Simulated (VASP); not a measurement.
Consider the following.

```
BaZrO3
1.0
    4.21878     0.00000     0.00000
    0.00000     4.21878     0.00000
    0.00000     0.00000     4.21878
Ba Zr O
1 1 3
Direct
  0.00000   0.00000   0.00000
  0.50000   0.50000   0.50000
  0.50000   0.00000   0.50000
  0.00000   0.50000   0.50000
  0.50000   0.50000   0.00000
```

Calculation: PBE GGA with D3 dispersion (zero damping), VASP's PBE PAW potentials (set 64) (plane waves; VASP 6.6.1). Numerical set-up: 520 eV cut-off, Gaussian smearing of 0.050 eV, potentials Ba_sv Zr_sv O.

Unless said otherwise, spin-orbit coupling is left out, though it shifts the bands of the heavy elements here.

Question: Estimate the band gap (along the path) with the smallest direct gap where there is one.

Answer: 
```
Property                                Value
------------------------------------  -------
band gap (along the path)             3.15 eV
smallest direct gap (along the path)  3.39 eV
```

Total energies compare only between runs with the same potentials, cut-off and functional.

The compound is BaZrO3 in the cubic perovskite structure. It was relaxed first.
